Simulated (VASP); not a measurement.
Computed with PBEsol GGA, VASP's PBE PAW potentials (set 64) (plane waves; VASP).

VASP ran on this input.

### POSCAR
```
ZrRh3
1.0
  3.8870000000   0.0000000000   0.0000000000
  0.0000000000   3.8870000000   0.0000000000
  0.0000000000   0.0000000000   3.8870000000
Rh Zr
3 1
Cartesian
  0.0000000000   1.9435000000   1.9435000000
  1.9435000000   0.0000000000   1.9435000000
  1.9435000000   1.9435000000   0.0000000000
  0.0000000000   0.0000000000   0.0000000000
```

INCAR:
```
# general
SYSTEM  = ZrRh3
PREC    = Accurate
ENCUT   = 300   # plane-wave cut-off (eV)
LREAL   = .FALSE.   # projection in real space or not
LASPH   = .TRUE.   # aspherical one-centre terms

# electronic loop
EDIFF   = 1E-6   # SCF stop (eV)
NELM    = 100   # most electronic steps
ALGO    = Normal   # blocked Davidson
LMAXMIX = 4   # l cut-off of mixed one-centre charges

# smearing
ISMEAR  = 0   # Gaussian
SIGMA   = 0.136

# functional
GGA     = PS   # PBEsol

# ions
ISIF    = 2   # forces and stress, cell fixed

# output
LWAVE   = .FALSE.
LCHARG  = .FALSE.
```

**KPOINTS**
```
Automatic mesh
0
Gamma
9 9 9
0 0 0
```

POTCAR, in this order: Rh_pv Zr_sv (PBE.64 set). Program: vasp_std.

Output

### OUTCAR
```
 ion  position               nearest neighbor table
   1  0.000  0.500  0.500-   2 2.75   3 2.75   4 2.75   3 2.75   4 2.75   2 2.75   4 2.75   4 2.75
                             2 2.75   3 2.75   3 2.75   2 2.75
   2  0.500  0.000  0.500-   1 2.75   3 2.75   4 2.75   3 2.75   4 2.75   1 2.75   3 2.75   3 2.75
                             1 2.75   4 2.75   4 2.75   1 2.75
   3  0.500  0.500  0.000-   1 2.75   2 2.75   4 2.75   1 2.75   2 2.75   2 2.75   4 2.75   2 2.75
                             1 2.75   4 2.75   1 2.75   4 2.75
   4  0.000  0.000  0.000-   1 2.75   2 2.75   3 2.75   1 2.75   2 2.75   1 2.75   3 2.75   1 2.75
                             2 2.75   3 2.75   2 2.75   3 2.75
  LATTYP: Found a simple cubic cell.
 ALAT       =     3.8870000000
 Subroutine PRICEL returns:
 Original cell was already a primitive cell.
 Subroutine GETGRP returns: Found 48 space group operations
The static configuration has the point symmetry O_h .
The dynamic configuration has the point symmetry O_h .
 Subroutine INISYM returns: Found 48 space group operations
 Subroutine IBZKPT returns following result:
 Found     35 irreducible k-points:

 Following reciprocal coordinates:
            Coordinates               Weight
  0.000000  0.000000  0.000000      1.000000
  0.111111  0.000000  0.000000      6.000000
  0.222222  0.000000  0.000000      6.000000
...
```

**OSZICAR**
```
       N       E                     dE             d eps       ncg     rms          rms(c)
DAV:   1     0.541130206844E+03    0.54113E+03   -0.26134E+04  2476   0.130E+03
DAV:   2    -0.167589058326E+02   -0.55789E+03   -0.54778E+03  2574   0.466E+02
DAV:   3    -0.376947479043E+02   -0.20936E+02   -0.20403E+02  3206   0.901E+01
DAV:   4    -0.383792828160E+02   -0.68453E+00   -0.68190E+00  3304   0.127E+01
DAV:   5    -0.383907807883E+02   -0.11498E-01   -0.11494E-01  2872   0.168E+00    0.254E+01
DAV:   6    -0.367554246312E+02    0.16354E+01   -0.84534E+00  2558   0.200E+01    0.899E+00
DAV:   7    -0.364765593021E+02    0.27887E+00   -0.30456E+00  2982   0.109E+01    0.537E+00
DAV:   8    -0.363128319674E+02    0.16373E+00   -0.77549E-01  2748   0.544E+00    0.128E+00
DAV:   9    -0.363106876012E+02    0.21444E-02   -0.20663E-02  2830   0.104E+00    0.283E-01
DAV:  10    -0.363103412315E+02    0.34637E-03   -0.18165E-03  3018   0.223E-01    0.428E-02
DAV:  11    -0.363103460625E+02   -0.48310E-05   -0.89713E-05  2726   0.589E-02    0.225E-02
DAV:  12    -0.363103407688E+02    0.52937E-05   -0.38410E-06  2438   0.131E-02    0.577E-03
DAV:  13    -0.363103397785E+02    0.99033E-06   -0.59570E-07  1338   0.466E-03
   1 F= -.36310340E+02 E0= -.36295911E+02  d E =-.288568E-01
```

File OUTCAR:
```
------------------------ aborting loop because EDIFF is reached ----------------------------------------
  FORCE on cell =-STRESS in cart. coord.  units (eV):
  Direction    XX          YY          ZZ          XY          YZ          ZX
  --------------------------------------------------------------------------------------
  Total        1.0739573      1.0739573      1.0739573     -0.0000000      0.0000000     -0.0000000
  in kB       29.2990799     29.2990799     29.2990799     -0.0000000      0.0000000     -0.0000000
  external PRESSURE =      29.2990799 kB  Pullay stress =       0.0000000 kB
  volume of cell :       58.73
      direct lattice vectors                 reciprocal lattice vectors
     3.887000000  0.000000000  0.000000000     0.257267816  0.000000000  0.000000000
     0.000000000  3.887000000  0.000000000     0.000000000  0.257267816  0.000000000
     0.000000000  0.000000000  3.887000000     0.000000000  0.000000000  0.257267816
 POSITION                                       TOTAL-FORCE (eV/Angst)
 -----------------------------------------------------------------------------------
      0.00000      1.94350      1.94350         0.000000      0.000000      0.000000
      1.94350      0.00000      1.94350         0.000000      0.000000      0.000000
      1.94350      1.94350      0.00000         0.000000      0.000000      0.000000
      0.00000      0.00000      0.00000         0.000000      0.000000      0.000000
 -----------------------------------------------------------------------------------
    total drift:                                0.000000     -0.000000     -0.000000
  FREE ENERGIE OF THE ION-ELECTRON SYSTEM (eV)
  ---------------------------------------------------
  free  energy   TOTEN  =       -36.3103397785 eV

  energy  without entropy=      -36.2814829437  energy(sigma->0) =      -36.29591136
```
(Selected blocks of OUTCAR.)

At this cut-off the stress carries a Pulay error, which pulls relaxed volumes low.

The structure comes from a measured ZrRh3 entry of the Crystallography Open Database, whose conditions weren't checked. The cell was not relaxed at this level. The electron count is odd and the run is not spin-polarised, which forces a metal.
